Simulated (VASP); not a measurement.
Calculation: PBE GGA, VASP's PBE PAW potentials (set 64) (plane waves; VASP).

VASP input:

File POSCAR:
```
CuAu
1.0
  2.8922750232   0.0000000000   0.0000000000
  0.0000000000   2.8922750232   0.0000000000
  0.0000000000   0.0000000000   3.5600433975
Cu Au
1 1
Cart
  0.0000000000   0.0000000000   0.0000000000
  1.4461375116   1.4461375116   1.7800216987
```

### INCAR
```
SYSTEM=CuAu
PREC=Accurate; ENCUT=480; LREAL=F
LASPH=T
EDIFF=1E-7; NELM=100; ALGO=Normal
LMAXMIX=6
ISMEAR=1; SIGMA=0.1
GGA=PE
IBRION=2; NSW=40; ISIF=3
EDIFFG=-0.01; PSTRESS=10
LWAVE=F; LCHARG=F
```

### KPOINTS
```
Automatic mesh
0
Gamma
12 12 10
0 0 0
```

POTCAR, in this order: Cu Au (PBE.64 set). Program: vasp_std.

Output of the run:

OUTCAR:
```
 ion  position               nearest neighbor table
   1  0.000  0.000  0.000-   2 2.71   2 2.71   2 2.71   2 2.71   2 2.71   2 2.71   2 2.71   2 2.71
  LATTYP: Found a simple tetragonal cell.
 ALAT       =     2.8922750232
 C/A-ratio  =     1.2308799713
 Subroutine PRICEL returns:
 Original cell was already a primitive cell.
 Subroutine GETGRP returns: Found 16 space group operations
The static configuration has the point symmetry D_4h.
The dynamic configuration has the point symmetry D_4h.
 Subroutine INISYM returns: Found 16 space group operations
 Subroutine IBZKPT returns following result:
 Found    168 irreducible k-points:

 Following reciprocal coordinates:
            Coordinates               Weight
  0.000000  0.000000  0.000000      1.000000
  0.083333  0.000000  0.000000      4.000000
  0.166667  0.000000  0.000000      4.000000
  0.250000  0.000000  0.000000      4.000000
  0.333333  0.000000  0.000000      4.000000
  0.416667  0.000000  0.000000      4.000000
  0.500000  0.000000  0.000000      2.000000
  0.083333  0.083333  0.000000      4.000000
  0.166667  0.083333  0.000000      8.000000
...
```

### OSZICAR
```
       N       E                     dE             d eps       ncg     rms          rms(c)
DAV:   1     0.127970609269E+03    0.12797E+03   -0.10883E+04  5207   0.196E+03
DAV:   2    -0.345994949962E+01   -0.13143E+03   -0.12555E+03  5152   0.325E+02
DAV:   3    -0.799267190625E+01   -0.45327E+01   -0.44641E+01  6274   0.709E+01
DAV:   4    -0.803962033503E+01   -0.46948E-01   -0.46937E-01  5832   0.619E+00
DAV:   5    -0.804103335322E+01   -0.14130E-02   -0.14130E-02  7600   0.117E+00    0.111E+01
DAV:   6    -0.759542304289E+01    0.44561E+00   -0.93614E+00  5201   0.904E+01    0.559E+00
DAV:   7    -0.711238126440E+01    0.48304E+00   -0.32325E+00  6202   0.945E+01    0.518E+00
DAV:   8    -0.707955132191E+01    0.32830E-01   -0.21253E-01  7290   0.105E+01    0.271E+00
DAV:   9    -0.707157436892E+01    0.79770E-02   -0.43133E-02  7601   0.642E+00    0.268E-01
DAV:  10    -0.707054091824E+01    0.10335E-02   -0.82652E-03  7738   0.257E+00    0.871E-02
DAV:  11    -0.707054727548E+01   -0.63572E-05   -0.37738E-04  7023   0.602E-01    0.310E-02
DAV:  12    -0.707053705582E+01    0.10220E-04   -0.49025E-05  6928   0.206E-01    0.381E-03
DAV:  13    -0.707053665919E+01    0.39663E-06   -0.13348E-06  7762   0.184E-02    0.361E-03
DAV:  14    -0.707053666707E+01   -0.78812E-08   -0.36583E-07  5066   0.204E-02
   1 F= -.68846604E+01 E0= -.68846539E+01  d E =-.688466E+01
```

File OUTCAR:
```
------------------------ aborting loop because EDIFF is reached ----------------------------------------
  FORCE on cell =-STRESS in cart. coord.  units (eV):
  Direction    XX          YY          ZZ          XY          YZ          ZX
  --------------------------------------------------------------------------------------
  Total        0.1933148      0.1933148      0.1741563      0.0000000     -0.0000000      0.0000000
  in kB       10.4001891     10.4001891      9.3694756      0.0000000     -0.0000000      0.0000000
  external PRESSURE =       0.0566179 kB  Pullay stress =      10.0000000 kB
  volume of cell :       29.78
      direct lattice vectors                 reciprocal lattice vectors
     2.892275023  0.000000000  0.000000000     0.345748586  0.000000000  0.000000000
     0.000000000  2.892275023  0.000000000     0.000000000  0.345748586  0.000000000
     0.000000000  0.000000000  3.560043397     0.000000000  0.000000000  0.280895452
 POSITION                                       TOTAL-FORCE (eV/Angst)
 -----------------------------------------------------------------------------------
      0.00000      0.00000      0.00000         0.000000      0.000000      0.000000
      1.44614      1.44614      1.78002         0.000000      0.000000      0.000000
 -----------------------------------------------------------------------------------
    total drift:                                0.000000      0.000000     -0.000000
  FREE ENERGIE OF THE ION-ELECTRON SYSTEM (eV)
  ---------------------------------------------------
  free  energy   TOTEN  =        -7.0705366671 eV

  energy  without entropy=       -7.0705170453  energy(sigma->0) =       -7.07053013
  enthalpy is  TOTEN    =        -6.8846604248 eV   P V=        0.1858762423

 reached required accuracy - stopping structural energy minimisation
```
(Selected blocks of OUTCAR.)

The compound is CuAu in the L1_0 structure. It was relaxed first under an external pressure of 1 GPa.
